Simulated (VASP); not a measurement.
Computed with PBEsol GGA, VASP's PBE PAW potentials (set 64) (plane waves; VASP).

The input files of a VASP run:

POSCAR:
```
HfO2
1.0
  0.0000000000   2.5092524010   2.5092524010
  2.5092524010   0.0000000000   2.5092524010
  2.5092524010   2.5092524010   0.0000000000
Hf O
1 2
Direct
  0.0000000000   0.0000000000   0.0000000000
  0.2500000000   0.2500000000   0.2500000000
  0.7500000000   0.7500000000   0.7500000000
```

INCAR:
```
SYSTEM = HfO2
PREC = Accurate; ENCUT = 620; LREAL = .FALSE.
LASPH = .TRUE.
EDIFF = 1E-6; NELM = 100; ALGO = Normal
LMAXMIX = 6
ISMEAR = 0; SIGMA = 0.05
GGA = PS
IBRION = 2; NSW = 40; ISIF = 3
EDIFFG = -0.02; PSTRESS = 50
LWAVE = .FALSE.; LCHARG = .FALSE.
```

### KPOINTS
```
Regular mesh
0
G
  8 8 8
0 0 0
```

POTCAR, in this order: Hf_pv O (PBE.64 set). Program: vasp_std.

The resulting files:

OSZICAR:
```
       N       E                     dE             d eps       ncg     rms          rms(c)
DAV:   1     0.113529978244E+03    0.11353E+03   -0.14341E+04   870   0.167E+03
DAV:   2    -0.326304538034E+02   -0.14616E+03   -0.14283E+03  1123   0.349E+02
DAV:   3    -0.368278992764E+02   -0.41974E+01   -0.41942E+01  1122   0.577E+01
DAV:   4    -0.368500120012E+02   -0.22113E-01   -0.22111E-01  1094   0.457E+00
DAV:   5    -0.368501818471E+02   -0.16985E-03   -0.16984E-03  1108   0.364E-01    0.528E+01
DAV:   6    -0.318086681241E+02    0.50415E+01   -0.26405E+01   961   0.368E+01    0.454E+01
DAV:   7    -0.316871461981E+02    0.12152E+00   -0.72057E-01  1059   0.815E+00    0.291E+01
DAV:   8    -0.316525773480E+02    0.34569E-01   -0.17843E-01  1087   0.450E+00    0.523E+00
DAV:   9    -0.316435345883E+02    0.90428E-02   -0.33605E-02  1031   0.171E+00    0.180E+00
DAV:  10    -0.316433206485E+02    0.21394E-03   -0.36728E-03  1157   0.483E-01    0.266E-01
DAV:  11    -0.316433011487E+02    0.19500E-04   -0.22276E-04  1031   0.129E-01    0.176E-01
DAV:  12    -0.316433026696E+02   -0.15209E-05   -0.20904E-05  1130   0.368E-02    0.179E-02
DAV:  13    -0.316433028987E+02   -0.22904E-06   -0.15448E-06   848   0.104E-02
   1 F= -.30657199E+02 E0= -.30657199E+02  d E =-.306572E+02
       N       E                     dE             d eps       ncg     rms          rms(c)
DAV:   1    -0.318215687725E+02   -0.17827E+00   -0.61947E+00   975   0.247E+01    0.831E+00
DAV:   2    -0.316168178532E+02    0.20475E+00   -0.86806E-01   940   0.730E+00    0.273E+00
DAV:   3    -0.315858940327E+02    0.30924E-01   -0.40536E-02  1024   0.194E+00    0.172E+00
DAV:   4    -0.315795744233E+02    0.63196E-02   -0.21453E-02  1080   0.129E+00    0.122E+00
DAV:   5    -0.315795845491E+02   -0.10126E-04   -0.17711E-03  1073   0.312E-01    0.377E-01
DAV:   6    -0.315795004901E+02    0.84059E-04   -0.32546E-04  1017   0.130E-01    0.545E-02
DAV:   7    -0.315795009685E+02   -0.47848E-06   -0.12329E-05  1052   0.323E-02    0.697E-03
DAV:   8    -0.315795005500E+02    0.41853E-06   -0.32515E-06   970   0.133E-02
   2 F= -.30639495E+02 E0= -.30639495E+02  d E =0.177048E-01
       N       E                     dE             d eps       ncg     rms          rms(c)
DAV:   1    -0.317311612123E+02   -0.15166E+00   -0.24448E+00   968   0.154E+01    0.536E+00
DAV:   2    -0.316501804382E+02    0.80981E-01   -0.35708E-01   926   0.468E+00    0.174E+00
DAV:   3    -0.316376455340E+02    0.12535E-01   -0.17684E-02  1038   0.122E+00    0.112E+00
DAV:   4    -0.316349870973E+02    0.26584E-02   -0.93356E-03  1087   0.840E-01    0.767E-01
DAV:   5    -0.316349478109E+02    0.39286E-04   -0.25242E-04  1017   0.133E-01    0.355E-01
DAV:   6    -0.316349378390E+02    0.99719E-05   -0.50860E-05  1115   0.477E-02    0.524E-02
DAV:   7    -0.316349374059E+02    0.43312E-06   -0.57565E-06   940   0.159E-02
   3 F= -.30665987E+02 E0= -.30665987E+02  d E =-.878736E-02
```

**OUTCAR**
```
------------------------ aborting loop because EDIFF is reached ----------------------------------------
  FORCE on cell =-STRESS in cart. coord.  units (eV):
  Direction    XX          YY          ZZ          XY          YZ          ZX
  --------------------------------------------------------------------------------------
  Total        0.9737788      0.9737788      0.9737788      0.0000000      0.0000000      0.0000000
  in kB       50.2491492     50.2491492     50.2491492      0.0000000      0.0000000      0.0000000
  external PRESSURE =       0.2491492 kB  Pullay stress =      50.0000000 kB
  volume of cell :       31.05
      direct lattice vectors                 reciprocal lattice vectors
    -0.000000000  2.494618085  2.494618085    -0.200431482  0.200431482  0.200431482
     2.494618085  0.000000000  2.494618085     0.200431482 -0.200431482  0.200431482
     2.494618085  2.494618085  0.000000000     0.200431482  0.200431482 -0.200431482
 POSITION                                       TOTAL-FORCE (eV/Angst)
 -----------------------------------------------------------------------------------
      0.00000      0.00000      0.00000        -0.000000     -0.000000      0.000000
      1.24731      1.24731      1.24731         0.000000      0.000000      0.000000
      3.74193      3.74193      3.74193        -0.000000     -0.000000     -0.000000
 -----------------------------------------------------------------------------------
    total drift:                                0.000000     -0.000000      0.000000
  FREE ENERGIE OF THE ION-ELECTRON SYSTEM (eV)
  ---------------------------------------------------
  free  energy   TOTEN  =       -31.6349374059 eV

  energy  without entropy=      -31.6349374059  energy(sigma->0) =      -31.63493741
  enthalpy is  TOTEN    =       -30.6659868475 eV   P V=        0.9689505583

 reached required accuracy - stopping structural energy minimisation
```
(Selected blocks of OUTCAR.)

### CONTCAR
```
HfO2
   1.00000000000000
    -0.0000000000000000    2.4946180854716840    2.4946180854716840
     2.4946180854716840    0.0000000000000000    2.4946180854716840
     2.4946180854716840    2.4946180854716840    0.0000000000000000
  Hf              O
     1     2
Direct
     0.0000000000000000    0.0000000000000000    0.0000000000000000
     0.2500000000000000    0.2500000000000000    0.2500000000000000
     0.7500000000000000    0.7500000000000000    0.7500000000000000
```

The compound is HfO2 in the fluorite structure, the high-temperature cubic form, which is unstable at 0 K; the monoclinic form is the stable one. This run relaxes it under an external pressure of 5 GPa. Symmetry was kept, so distortions that lower it aren't found.
